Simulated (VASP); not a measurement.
VASP ran on this input.

File POSCAR:
```
Ti2AlN
1
    2.9625162737     0.0000000000     0.0000000000
   -1.4812581369     2.5656146626    -0.0000000000
    0.0000000000     0.0000000000    13.5599656068
Ti Al N
4 2 2
Direct
  0.3333330000   0.6666670000   0.0850506181
  0.6666670000   0.3333330000   0.9149493819
  0.6666670000   0.3333330000   0.5850506181
  0.3333330000   0.6666670000   0.4149493819
  0.3333330000   0.6666670000   0.7500000000
  0.6666670000   0.3333330000   0.2500000000
  0.0000000000   0.0000000000   1.0000000000
  0.0000000000   0.0000000000   0.5000000000
```

KPOINTS:
```
Automatic mesh
0
Gamma
13 13 3
0 0 0
```

### INCAR
```
LEFG=T
ISMEAR=-5   # tetrahedra, Bloechl
GGA=PS   # PBEsol
PREC=Accurate
NEDOS=601   # DOS grid
EDIFF=1E-7
LWAVE=F
ENCUT=520   # plane-wave cut-off (eV)
ISIF=2   # forces and stress, cell fixed
SYSTEM=Ti2AlN
LREAL=F
LMAXMIX=4
LORBIT=11   # lm-projected
LCHARG=T
NELM=100
ALGO=Normal   # blocked Davidson
LASPH=T
```

POTCAR, in this order: Ti_sv Al N (PBE.64 set). Program: vasp_std.

**Question.** Translate this PBEsol calculation to Ansatz.

**Answer.** One equivalent input (not run):
Ansatz 0.2 input:
```yaml
crystal:
  lattice:
    - [2.9625163, 0.0000000, 0.0000000]
    - [-1.4812581, 2.5656147, 0.0000000]
    - [0.0000000, 0.0000000, 13.5599656]
  atoms:
    - { symbol: Ti, position: [0.3333330, 0.6666670, 0.0850506] }
    - { symbol: Ti, position: [0.6666670, 0.3333330, 0.9149494] }
    - { symbol: Ti, position: [0.6666670, 0.3333330, 0.5850506] }
    - { symbol: Ti, position: [0.3333330, 0.6666670, 0.4149494] }
    - { symbol: Al, position: [0.3333330, 0.6666670, 0.7500000] }
    - { symbol: Al, position: [0.6666670, 0.3333330, 0.2500000] }
    - { symbol: N, position: [0.0000000, 0.0000000, 1.0000000] }
    - { symbol: N, position: [0.0000000, 0.0000000, 0.5000000] }
kpoints:
  mp_grid: { grid: [13, 13, 3] }
hamiltonian:
  xc: pbesol
  pseudopotentials: { kind: paw }
scf:
  occupations: { method: tetrahedron }
  max_iter: 100
output: { forces: true, stress: true, eigenvalues: true }
```
What does not carry over: each code has its own PAW files, so the cut-off isn't converted (ENCUT is set for VASP's; basis.ecutwfc is left out, and Ansatz then takes the one that its files recommend); Ansatz stops its SCF on the density residual and VASP on the energy change (EDIFF); the field gradients of LEFG aren't asked of the other code.

The structure comes from a computed database's Ti2AlN entry (P6_3/mmc); how it stands against other phases isn't given here. It was relaxed first.
